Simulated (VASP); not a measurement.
Here is the system:

```yaml
crystal:
  lattice:
    - [-1.49800, 1.49800, 1.49800]
    - [1.49800, -1.49800, 1.49800]
    - [1.49800, 1.49800, -1.49800]
  atoms:
    - { symbol: V, position: [0.00000, 0.00000, 0.00000] }
```

These are PBEsol GGA, VASP's PBE PAW potentials (set 64) (plane waves; VASP) values and carry that method's errors. Settings: 480 eV cut-off, 16×16×16 Γ-centred mesh, first-order Methfessel-Paxton smearing of 0.10 eV, potentials V_sv.

Question: Give the stress tensor in GPa (positive for a compressed cell).

Answer: 
```
-6.92   0.00   0.00
 0.00  -6.92   0.00
 0.00   0.00  -6.92
```
The pressure is its mean diagonal, -6.92 GPa.

The compound is V in the bcc structure. This cell was strained or had an atom moved on purpose. The run is not spin-polarised, so no magnetic state was tried.
